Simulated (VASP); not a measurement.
Level of theory: r2SCAN meta-GGA, VASP's PBE PAW potentials (set 64) (plane waves; VASP).

A VASP calculation is set up with these files.

### POSCAR
```
SnTe
1
   -0.0000000000     3.1846132685     3.1846132685
    3.1846132685    -0.0000000000     3.1846132685
    3.1846132685     3.1846132685     0.0000000000
Sn Te
1 1
Direct
  0.0000000000   0.0000000000   0.0000000000
  0.5000000000   0.5000000000   0.5000000000
```

KPOINTS:
```
Automatic mesh
0
Gamma
7 7 7
0 0 0
```

INCAR:
```
! general
SYSTEM   =  SnTe
PREC     =  Accurate
ENCUT    =  520
LREAL    =  .FALSE.
LASPH    =  .TRUE.

! electronic loop
EDIFF    =  1E-6
NELM     =  100
ALGO     =  Normal
LMAXMIX  =  4
LMIXTAU  =  .TRUE.

! smearing
ISMEAR   =  0
SIGMA    =  0.05

! functional
METAGGA  =  R2SCAN

! ions
IBRION   =  2
NSW      =  60
ISIF     =  3
EDIFFG   =  -0.01

! output
LWAVE    =  .FALSE.
LCHARG   =  .FALSE.
```

POTCAR, in this order: Sn_d Te (PBE.64 set). Program: vasp_std.

What VASP printed:

**OSZICAR**
```
       N       E                     dE             d eps       ncg     rms          rms(c)
DAV:   1     0.792279698015E+02    0.79228E+02   -0.10010E+04   560   0.163E+03
DAV:   2    -0.432376987516E+02   -0.12247E+03   -0.12049E+03   590   0.369E+02
DAV:   3    -0.535301014265E+02   -0.10292E+02   -0.10035E+02   704   0.996E+01
DAV:   4    -0.537880363487E+02   -0.25793E+00   -0.25789E+00   634   0.177E+01
DAV:   5    -0.537988632737E+02   -0.10827E-01   -0.10827E-01   820   0.346E+00    0.439E+00
DAV:   6    -0.506073204248E+02    0.31915E+01   -0.91572E-01   674   0.161E+01    0.337E+00
DAV:   7    -0.505139161503E+02    0.93404E-01   -0.78371E-01   560   0.934E+00    0.979E-01
DAV:   8    -0.506403388460E+02   -0.12642E+00   -0.63761E-01   560   0.626E+00    0.522E-01
DAV:   9    -0.506703234517E+02   -0.29985E-01   -0.21968E-02   632   0.115E+00    0.504E-01
DAV:  10    -0.506589001003E+02    0.11423E-01   -0.59941E-03   608   0.546E-01    0.674E-01
DAV:  11    -0.506874087934E+02   -0.28509E-01   -0.10022E-01   560   0.220E+00    0.161E-01
DAV:  12    -0.506893883383E+02   -0.19795E-02   -0.53215E-03   590   0.566E-01    0.116E-01
DAV:  13    -0.506880424155E+02    0.13459E-02   -0.10086E-03   620   0.277E-01    0.231E-01
DAV:  14    -0.506896984181E+02   -0.16560E-02   -0.33014E-03   560   0.562E-01    0.424E-02
DAV:  15    -0.506897557598E+02   -0.57342E-04   -0.10464E-04   650   0.873E-02    0.175E-02
DAV:  16    -0.506897616087E+02   -0.58489E-05   -0.46518E-06   650   0.237E-02    0.842E-03
DAV:  17    -0.506897706278E+02   -0.90190E-05   -0.10190E-05   572   0.364E-02    0.517E-03
DAV:  18    -0.506897775650E+02   -0.69373E-05   -0.15846E-05   560   0.429E-02    0.437E-03
DAV:  19    -0.506897771769E+02    0.38807E-06   -0.65978E-07   340   0.951E-03
   1 F= -.50689777E+02 E0= -.50689777E+02  d E =-.506898E+02
```

### OUTCAR
```
------------------------ aborting loop because EDIFF is reached ----------------------------------------
  FORCE on cell =-STRESS in cart. coord.  units (eV):
  Direction    XX          YY          ZZ          XY          YZ          ZX
  --------------------------------------------------------------------------------------
  Total       -0.0004753     -0.0004753     -0.0004753      0.0000000      0.0000000     -0.0000000
  in kB       -0.0117887     -0.0117887     -0.0117887      0.0000000      0.0000000     -0.0000000
  external PRESSURE =      -0.0117887 kB  Pullay stress =       0.0000000 kB
  volume of cell :       64.60
      direct lattice vectors                 reciprocal lattice vectors
     0.000000000  3.184613269  3.184613269    -0.157004935  0.157004935  0.157004935
     3.184613269  0.000000000  3.184613269     0.157004935 -0.157004935  0.157004935
     3.184613269  3.184613269  0.000000000     0.157004935  0.157004935 -0.157004935
 POSITION                                       TOTAL-FORCE (eV/Angst)
 -----------------------------------------------------------------------------------
      0.00000      0.00000      0.00000        -0.000000      0.000000     -0.000000
      3.18461      3.18461      3.18461         0.000000     -0.000000      0.000000
 -----------------------------------------------------------------------------------
    total drift:                               -0.000000      0.000000      0.000000
  FREE ENERGIE OF THE ION-ELECTRON SYSTEM (eV)
  ---------------------------------------------------
  free  energy   TOTEN  =       -50.6897771769 eV

  energy  without entropy=      -50.6897771769  energy(sigma->0) =      -50.68977718

 reached required accuracy - stopping structural energy minimisation
```
(Selected blocks of OUTCAR.)

The compound is SnTe in the rock salt structure, which distorts at low temperature. It was relaxed first. The start is the result of an earlier pass.
